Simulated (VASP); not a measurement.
Computed with r2SCAN+rVV10, VASP's PBE PAW potentials (set 64) (plane waves; VASP).

VASP ran on this input.

### POSCAR
```
Rh
1.0
  0.0000000000   1.9000000000   1.9000000000
  1.9000000000   0.0000000000   1.9000000000
  1.9000000000   1.9000000000   0.0000000000
Rh
1
Direct
  0.0000000000   0.0000000000   0.0000000000
```

INCAR:
```
# general
SYSTEM   = Rh
PREC     = Accurate
ENCUT    = 520
LREAL    = .FALSE.
LASPH    = .TRUE.

# electronic loop
EDIFF    = 1E-6
NELM     = 100   # most electronic steps
ALGO     = Normal
LMAXMIX  = 4
LMIXTAU  = .TRUE.

# smearing
ISMEAR   = 1
SIGMA    = 0.1   # width (eV)

# functional
METAGGA  = R2SCAN
LUSE_VDW = .TRUE.
BPARAM   = 11.95
CPARAM   = 0.0093

# ions
IBRION   = 2
NSW      = 60
ISIF     = 3   # ions, shape and volume
EDIFFG   = -0.01   # ionic stop

# output
LWAVE    = .FALSE.
LCHARG   = .FALSE.
```

KPOINTS:
```
Automatic mesh
0
Gamma
15 15 15
0 0 0
```

POTCAR, in this order: Rh_pv (PBE.64 set). Program: vasp_std.

The resulting files:

### OSZICAR
```
       N       E                     dE             d eps       ncg     rms          rms(c)
DAV:   1     0.987244186582E+02    0.98724E+02   -0.95766E+03  2656   0.150E+03
DAV:   2    -0.272688333993E+02   -0.12599E+03   -0.12079E+03  2682   0.398E+02
DAV:   3    -0.288492253376E+02   -0.15804E+01   -0.15752E+01  3078   0.513E+01
DAV:   4    -0.288596265771E+02   -0.10401E-01   -0.10399E-01  3021   0.422E+00
DAV:   5    -0.288598362145E+02   -0.20964E-03   -0.20963E-03  3258   0.501E-01    0.131E+01
DAV:   6    -0.235671499898E+02    0.52927E+01   -0.65647E+00  2793   0.393E+01    0.303E+00
DAV:   7    -0.238315984442E+02   -0.26445E+00   -0.51979E-01  2709   0.112E+01    0.228E+00
DAV:   8    -0.238365171469E+02   -0.49187E-02   -0.40165E-02  2889   0.283E+00    0.594E-01
DAV:   9    -0.238403099401E+02   -0.37928E-02   -0.20813E-02  2907   0.173E+00    0.187E-01
DAV:  10    -0.238404694978E+02   -0.15956E-03   -0.34948E-03  2985   0.658E-01    0.137E-01
DAV:  11    -0.238405552819E+02   -0.85784E-04   -0.57354E-04  3027   0.354E-01    0.318E-02
DAV:  12    -0.238406122511E+02   -0.56969E-04   -0.76562E-05  2970   0.964E-02    0.301E-02
DAV:  13    -0.238405739296E+02    0.38322E-04   -0.52534E-05  2970   0.111E-01    0.612E-03
DAV:  14    -0.238405887108E+02   -0.14781E-04   -0.72353E-06  3031   0.239E-02    0.150E-03
DAV:  15    -0.238405863399E+02    0.23709E-05   -0.19646E-07  1788   0.553E-03    0.841E-04
DAV:  16    -0.238405876394E+02   -0.12995E-05   -0.34717E-08  1608   0.223E-03    0.584E-04
DAV:  17    -0.238405872046E+02    0.43474E-06   -0.21825E-08  1560   0.151E-03
   1 F= -.23840587E+02 E0= -.23840629E+02  d E =-.238406E+02
       N       E                     dE             d eps       ncg     rms          rms(c)
DAV:   1    -0.239242279651E+02   -0.83640E-01   -0.13081E+00  2826   0.191E+01    0.215E+00
DAV:   2    -0.238351661259E+02    0.89062E-01   -0.20273E-01  2784   0.693E+00    0.333E-01
DAV:   3    -0.238377353126E+02   -0.25692E-02   -0.38086E-03  2844   0.813E-01    0.215E-01
DAV:   4    -0.238381600644E+02   -0.42475E-03   -0.23811E-03  2784   0.721E-01    0.168E-01
DAV:   5    -0.238390082717E+02   -0.84821E-03   -0.10064E-03  2925   0.480E-01    0.215E-02
DAV:   6    -0.238389968532E+02    0.11418E-04   -0.90147E-05  2967   0.120E-01    0.200E-02
DAV:   7    -0.238390255297E+02   -0.28676E-04   -0.20028E-05  2898   0.604E-02    0.123E-02
DAV:   8    -0.238390279912E+02   -0.24615E-05   -0.32733E-06  2910   0.256E-02    0.121E-03
DAV:   9    -0.238390261801E+02    0.18111E-05   -0.33713E-07  1527   0.865E-03    0.460E-04
DAV:  10    -0.238390267139E+02   -0.53384E-06   -0.23693E-08  1452   0.250E-03
   2 F= -.23839027E+02 E0= -.23839061E+02  d E =0.156049E-02
       N       E                     dE             d eps       ncg     rms          rms(c)
DAV:   1    -0.238852711336E+02   -0.46245E-01   -0.68277E-01  2820   0.139E+01    0.146E+00
DAV:   2    -0.238387237637E+02    0.46547E-01   -0.10845E-01  2790   0.500E+00    0.266E-01
DAV:   3    -0.238402075744E+02   -0.14838E-02   -0.18593E-03  2832   0.561E-01    0.190E-01
DAV:   4    -0.238402818484E+02   -0.74274E-04   -0.12946E-03  2763   0.525E-01    0.118E-01
DAV:   5    -0.238408425709E+02   -0.56072E-03   -0.36728E-04  2883   0.289E-01    0.287E-02
DAV:   6    -0.238408401171E+02    0.24539E-05   -0.32014E-05  3057   0.668E-02    0.139E-02
DAV:   7    -0.238408683350E+02   -0.28218E-04   -0.23648E-05  2820   0.684E-02    0.454E-03
DAV:   8    -0.238408657563E+02    0.25787E-05   -0.28855E-06  2826   0.230E-02    0.711E-04
DAV:   9    -0.238408672554E+02   -0.14992E-05   -0.11928E-07  1431   0.495E-03    0.420E-04
DAV:  10    -0.238408666492E+02    0.60627E-06   -0.12627E-08  1398   0.154E-03
   3 F= -.23840867E+02 E0= -.23840906E+02  d E =-.279445E-03
```

File OUTCAR:
```
------------------------ aborting loop because EDIFF is reached ----------------------------------------
  FORCE on cell =-STRESS in cart. coord.  units (eV):
  Direction    XX          YY          ZZ          XY          YZ          ZX
  --------------------------------------------------------------------------------------
  Total        0.0018270      0.0018270      0.0018270      0.0000000      0.0000000     -0.0000000
  in kB        0.2143912      0.2143912      0.2143912      0.0000000      0.0000000     -0.0000000
  external PRESSURE =       0.2143912 kB  Pullay stress =       0.0000000 kB
  volume of cell :       13.65
      direct lattice vectors                 reciprocal lattice vectors
     0.000000000  1.897001092  1.897001092    -0.263573913  0.263573913  0.263573913
     1.897001092 -0.000000000  1.897001092     0.263573913 -0.263573913  0.263573913
     1.897001092  1.897001092 -0.000000000     0.263573913  0.263573913 -0.263573913
 POSITION                                       TOTAL-FORCE (eV/Angst)
 -----------------------------------------------------------------------------------
      0.00000      0.00000      0.00000         0.000000     -0.000000     -0.000000
 -----------------------------------------------------------------------------------
    total drift:                                0.000000     -0.000000      0.000000
  FREE ENERGIE OF THE ION-ELECTRON SYSTEM (eV)
  ---------------------------------------------------
  free  energy   TOTEN  =       -23.8408666492 eV

  energy  without entropy=      -23.8409856298  energy(sigma->0) =      -23.84090631

 reached required accuracy - stopping structural energy minimisation
```
(Selected blocks of OUTCAR.)

**CONTCAR**
```
Rh
   1.00000000000000
     0.0000000000000000    1.8970010915481290    1.8970010915481290
     1.8970010915481290   -0.0000000000000000    1.8970010915481290
     1.8970010915481290    1.8970010915481290   -0.0000000000000000
  Rh
     1
Direct
     0.0000000000000000    0.0000000000000000    0.0000000000000000
```

The compound is Rh in the fcc structure. This run relaxes it. Symmetry was kept, so distortions that lower it aren't found.
